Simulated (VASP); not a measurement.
Consider the following.

```
MgF2
1.0
    4.65308     0.00000     0.00000
    0.00000     4.65308     0.00000
    0.00000     0.00000     3.07267
Mg F
2 4
Direct
  0.00000   0.00000   0.00000
  0.50000   0.50000   0.50000
  0.30276   0.30276   0.00000
  0.80276   0.19724   0.50000
  0.19724   0.80276   0.50000
  0.69724   0.69724   0.00000
```

Calculation: PBE GGA with D3 dispersion (zero damping), VASP's PBE PAW potentials (set 64) (plane waves; VASP). Run with 520 eV cut-off, 5×5×7 Γ-centred mesh, Gaussian smearing of 0.050 eV, potentials Mg F.

Predict the energy per atom (σ→0), band gap (on the k-mesh) with the smallest direct gap where there is one.

```yaml
band gap (on the k-mesh): 6.96 eV
smallest direct gap (on the k-mesh): 6.96 eV
energy per atom (σ→0): -5.380 eV/atom
```

Only differences to runs with the same potentials and settings are physical.

The compound is MgF2 in the rutile structure. It was relaxed first. The start is the result of an earlier pass.
